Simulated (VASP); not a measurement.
Data:

```
CELL_PARAMETERS angstrom
      0.00000     2.77978     2.77978
      2.77978     0.00000     2.77978
      2.77978     2.77978     0.00000
ATOMIC_POSITIONS crystal
  Ga 0.00000 0.00000 0.00000
  P  0.25000 0.25000 0.25000
```

All values below come from PBE GGA, VASP's PBE PAW potentials (set 64) (plane waves; VASP). Settings: 300 eV cut-off, 5×5×5 Γ-centred mesh, Gaussian smearing of 0.010 eV, potentials Ga_d P.

At this cut-off the stress carries a Pulay error, which pulls relaxed volumes low.

**Question.** Estimate the energy per atom (σ→0), pressure, band gap (on the k-mesh) with the smallest direct gap where there is one.

**Answer.** 
The band gap (on the k-mesh) is 1.33 eV, the smallest direct gap (on the k-mesh) is 1.33 eV and the energy per atom (σ→0) is -4.537 eV/atom. The pressure comes out as -2.15 GPa.

Total energies compare only between runs with the same potentials, cut-off and functional.

The structure comes from a computed database's GaP entry; how it stands against other phases isn't given here. The cell was not relaxed at this level.
